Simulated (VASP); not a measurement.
Consider the following.

```
CELL_PARAMETERS angstrom
      1.56451    -2.70982     0.00000
      1.56451     2.70982     0.00000
      0.00000     0.00000     5.01045
ATOMIC_POSITIONS crystal
  Al 0.66667 0.33333 0.50006
  Al 0.33333 0.66667 0.00006
  N  0.66667 0.33333 0.88194
  N  0.33333 0.66667 0.38194
```

Calculation: PW91 GGA, VASP's PBE PAW potentials (set 64) (plane waves; VASP). Settings: 520 eV cut-off, 9×9×5 Γ-centred mesh, tetrahedra with Blöchl corrections, potentials Al N.

The cores are frozen, which limits the accuracy of field gradients.

Task: Give the principal components of the electric field gradient (V/Å²) and the asymmetry η at each nucleus.

Result: 
```csv
atom,Vxx,Vyy,Vzz,η
Al1,-2.5,-2.5,5.0,0.00
Al2,-2.5,-2.5,5.0,0.00
N3,0.0,0.0,0.0,-
N4,0.0,0.0,0.0,-
```

The compound is AlN in the wurtzite structure. It was relaxed first.
